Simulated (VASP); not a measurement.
Level of theory: r2SCAN meta-GGA, VASP's PBE PAW potentials (set 64) (plane waves; VASP).

A VASP calculation is set up with these files.

INCAR:
```
ALGO=Normal
EDIFF=1E-7
ENCUT=400
ISIF=2
ISMEAR=-5
LASPH=.True.
LCHARG=.False.
LMAXMIX=4
LMIXTAU=.True.
LORBIT=11
LREAL=.False.
LWAVE=.False.
METAGGA=R2SCAN
NEDOS=601
NELM=100
PREC=Accurate
SYSTEM=TiGe
```

### KPOINTS_OPT
```
k-points along high-symmetry lines
6
Line-mode
Reciprocal
  0.000000   0.000000   0.000000 ! GAMMA
  0.500000   0.000000   0.000000 ! M

  0.500000   0.000000   0.000000 ! M
  0.333333   0.333333   0.000000 ! K

  0.333333   0.333333   0.000000 ! K
  0.000000   0.000000   0.000000 ! GAMMA

  0.000000   0.000000   0.000000 ! GAMMA
  0.000000   0.000000   0.500000 ! A

  0.000000   0.000000   0.500000 ! A
  0.500000   0.000000   0.500000 ! L

  0.500000   0.000000   0.500000 ! L
  0.333333   0.333333   0.500000 ! H

  0.333333   0.333333   0.500000 ! H
  0.000000   0.000000   0.500000 ! A

  0.500000   0.000000   0.500000 ! L
  0.500000   0.000000   0.000000 ! M

  0.333333   0.333333   0.500000 ! H
  0.333333   0.333333   0.000000 ! K
```

KPOINTS:
```
Automatic mesh
0
Gamma
12 12 15
0 0 0
```

File POSCAR:
```
TiGe
3.939660
  0.9999999873   0.0000000000   0.0000000000
 -0.4999999937   0.8660252168   0.0000000000
  0.0000000000   0.0000000000   0.7089313132
Ti Ge
1 1
Direct
  0.0000000000   0.0000000000   1.0000000000
  0.6666670000   0.3333330000   0.5000000000
```

POTCAR, in this order: Ti_sv Ge_d (PBE.64 set). Program: vasp_std.

What does the run give for the energy per atom (σ→0), band gap (over mesh and band path)?

```json
{
 "energy per atom (σ→0)": "-1327.5 kJ/mol of atoms",
 "band gap (over mesh and band path)": "none (metal, semimetal or under 0.01 eV)"
}
```

**OSZICAR**
```
...
DAV:  19    -0.275169816027E+02   -0.27148E-05   -0.56679E-07  5877   0.740E-03    0.168E-03
DAV:  20    -0.275169804899E+02    0.11127E-05   -0.11480E-07  4063   0.331E-03    0.589E-04
DAV:  21    -0.275169811769E+02   -0.68702E-06   -0.21513E-07  4068   0.415E-03    0.249E-04
DAV:  22    -0.275169806638E+02    0.51315E-06   -0.22804E-08  2668   0.180E-03    0.150E-04
DAV:  23    -0.275169807648E+02   -0.10101E-06   -0.24431E-09  2673   0.623E-04    0.829E-05
DAV:  24    -0.275169807589E+02    0.58972E-08   -0.13016E-09  2652   0.375E-04
   1 F= -.27516981E+02 E0= -.27516981E+02  d E =0.000000E+00
       N       E                     dE             ncg
```

The structure was generated: TiGe was put into the WC type (P-6m2), which need not be its known phase. It was relaxed first.
